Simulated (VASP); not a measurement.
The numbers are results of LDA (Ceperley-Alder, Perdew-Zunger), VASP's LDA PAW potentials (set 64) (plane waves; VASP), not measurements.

VASP input:

### KPOINTS
```
Automatic
0
Gamma
 6 6 4
```

### INCAR
```
NELM = 100
LMAXMIX = 4
ENCUT = 500   # plane-wave cut-off (eV)
LCHARG = .False.
ALGO = Normal   # blocked Davidson
NSW = 40   # most ionic steps
PREC = Accurate
ISMEAR = 0
ISIF = 3   # ions, shape and volume
SIGMA = 0.05   # width (eV)
LWAVE = .False.
LREAL = .False.   # projection in real space or not
SYSTEM = CdS
EDIFF = 1E-6   # SCF stop (eV)
EDIFFG = -0.02   # ionic stop
IBRION = 2
LASPH = .True.   # aspherical one-centre terms
```

POSCAR:
```
CdS
1.0
  2.0410082488  -3.5351298212   0.0000000000
  2.0410082488   3.5351298212   0.0000000000
  0.0000000000   0.0000000000   6.6311596822
Cd S
2 2
Cartesian
  2.0410082488  -1.1783789638   3.3156814006
  2.0410082488   1.1783789638   0.0001015595
  2.0410082488  -1.1783789638   5.8154254818
  2.0410082488   1.1783789638   2.4998456407
```

POTCAR, in this order: Cd S (LDA.64 set). Program: vasp_std.

Output of the run:

File OUTCAR:
```
 ion  position               nearest neighbor table
   1  0.667  0.333  0.500-   4 2.49   4 2.49   4 2.49   3 2.50
   2  0.333  0.667  0.000-   3 2.49   3 2.49   3 2.49   4 2.50
   3  0.667  0.333  0.877-   2 2.49   2 2.49   2 2.49   1 2.50
   4  0.333  0.667  0.377-   1 2.49   1 2.49   1 2.49   2 2.50
  LATTYP: Found a hexagonal cell.
 ALAT       =     4.0820163552
 C/A-ratio  =     1.6244814095
 Subroutine PRICEL returns:
 Original cell was already a primitive cell.
 Subroutine GETGRP returns: Found 12 space group operations
The static configuration has the point symmetry C_3v.
 The point group associated with its full space group is C_6v.
The dynamic configuration has the point symmetry C_3v.
 Subroutine INISYM returns: Found 12 space group operations
 Subroutine IBZKPT returns following result:
 Found     21 irreducible k-points:

 Following reciprocal coordinates:
            Coordinates               Weight
  0.000000  0.000000  0.000000      1.000000
  0.166667 -0.000000  0.000000      6.000000
  0.333333 -0.000000  0.000000      6.000000
  0.500000 -0.000000  0.000000      3.000000
  0.166667  0.166667  0.000000      6.000000
...
```

### OSZICAR
```
       N       E                     dE             d eps       ncg     rms          rms(c)
DAV:   1     0.249026798903E+03    0.24903E+03   -0.17560E+04   924   0.148E+03
DAV:   2    -0.106456838516E+01   -0.25009E+03   -0.24429E+03  1002   0.364E+02
DAV:   3    -0.156648497860E+02   -0.14600E+02   -0.14529E+02  1098   0.868E+01
DAV:   4    -0.158414980031E+02   -0.17665E+00   -0.17652E+00  1074   0.937E+00
DAV:   5    -0.158442205971E+02   -0.27226E-02   -0.27224E-02  1116   0.116E+00    0.129E+01
DAV:   6    -0.148644888576E+02    0.97973E+00   -0.23955E+00  1230   0.175E+01    0.972E+00
DAV:   7    -0.148327624392E+02    0.31726E-01   -0.84612E-01  1074   0.553E+00    0.360E+00
DAV:   8    -0.148172958981E+02    0.15467E-01   -0.15727E-01  1154   0.421E+00    0.594E-01
DAV:   9    -0.148155759464E+02    0.17200E-02   -0.24559E-02  1180   0.216E+00    0.173E-01
DAV:  10    -0.148152366793E+02    0.33927E-03   -0.15831E-03  1156   0.495E-01    0.767E-02
DAV:  11    -0.148152497132E+02   -0.13034E-04   -0.11941E-04  1116   0.772E-02    0.840E-02
DAV:  12    -0.148152501335E+02   -0.42027E-06   -0.39542E-06  1080   0.119E-02
   1 F= -.14815250E+02 E0= -.14815250E+02  d E =-.148153E+02
       N       E                     dE             d eps       ncg     rms          rms(c)
DAV:   1    -0.148542390099E+02   -0.38989E-01   -0.86498E-01   984   0.108E+01    0.153E+00
DAV:   2    -0.148190425544E+02    0.35196E-01   -0.98940E-02   996   0.427E+00    0.534E-01
DAV:   3    -0.148157229462E+02    0.33196E-02   -0.10448E-02  1050   0.958E-01    0.480E-01
DAV:   4    -0.148152297823E+02    0.49316E-03   -0.58808E-04   954   0.213E-01    0.994E-02
DAV:   5    -0.148151184059E+02    0.11138E-03   -0.40076E-04  1140   0.251E-01    0.260E-02
DAV:   6    -0.148151205823E+02   -0.21764E-05   -0.35412E-05   972   0.558E-02    0.125E-02
DAV:   7    -0.148151206459E+02   -0.63516E-07   -0.29541E-07   510   0.431E-03
   2 F= -.14815121E+02 E0= -.14815121E+02  d E =0.129488E-03
       N       E                     dE             d eps       ncg     rms          rms(c)
DAV:   1    -0.148285677905E+02   -0.13447E-01   -0.28009E-01   996   0.609E+00    0.853E-01
DAV:   2    -0.148169974183E+02    0.11570E-01   -0.33243E-02   996   0.249E+00    0.301E-01
DAV:   3    -0.148159511391E+02    0.10463E-02   -0.35695E-03  1038   0.549E-01    0.264E-01
DAV:   4    -0.148158158659E+02    0.13527E-03   -0.19968E-04   942   0.140E-01    0.541E-02
DAV:   5    -0.148157781733E+02    0.37693E-04   -0.14143E-04  1116   0.149E-01    0.189E-02
DAV:   6    -0.148157789455E+02   -0.77224E-06   -0.13127E-05   966   0.340E-02    0.663E-03
DAV:   7    -0.148157789136E+02    0.31934E-07   -0.10527E-07   492   0.255E-03
   3 F= -.14815779E+02 E0= -.14815779E+02  d E =-.528780E-03
```

**OUTCAR**
```
------------------------ aborting loop because EDIFF is reached ----------------------------------------
  FORCE on cell =-STRESS in cart. coord.  units (eV):
  Direction    XX          YY          ZZ          XY          YZ          ZX
  --------------------------------------------------------------------------------------
  Total       -0.0062604     -0.0062604      0.0404462      0.0000000      0.0000000      0.0000000
  in kB       -0.1043296     -0.1043295      0.6740406      0.0000000      0.0000000      0.0000000
  external PRESSURE =       0.1551272 kB  Pullay stress =       0.0000000 kB
  volume of cell :       96.14
      direct lattice vectors                 reciprocal lattice vectors
     2.043991502 -3.540296967  0.000000000     0.244619412 -0.141231090  0.000000000
     2.043991502  3.540296967  0.000000000     0.244619412  0.141231090  0.000000000
     0.000000000  0.000000000  6.642833057     0.000000000  0.000000000  0.150538180
  FREE ENERGIE OF THE ION-ELECTRON SYSTEM (eV)
  ---------------------------------------------------
  free  energy   TOTEN  =       -14.8157789136 eV

  energy  without entropy=      -14.8157789136  energy(sigma->0) =      -14.81577891

 reached required accuracy - stopping structural energy minimisation
```
(Selected blocks of OUTCAR.)

**CONTCAR**
```
CdS
   1.00000000000000
     2.0439915022019792   -3.5402969669432407    0.0000000000000000
     2.0439915022019792    3.5402969669432407    0.0000000000000000
     0.0000000000000000    0.0000000000000000    6.6428330572185486
  Cd              S
     2     2
Direct
     0.6666669999999968    0.3333330000000032    0.5000380683707679
     0.3333330000000032    0.6666669999999968    0.0000380683707679
     0.6666669999999968    0.3333330000000032    0.8769619316292345
     0.3333330000000032    0.6666669999999968    0.3769619316292345
```

The compound is CdS in the wurtzite structure. This run relaxes it. Symmetry was kept, so distortions that lower it aren't found.
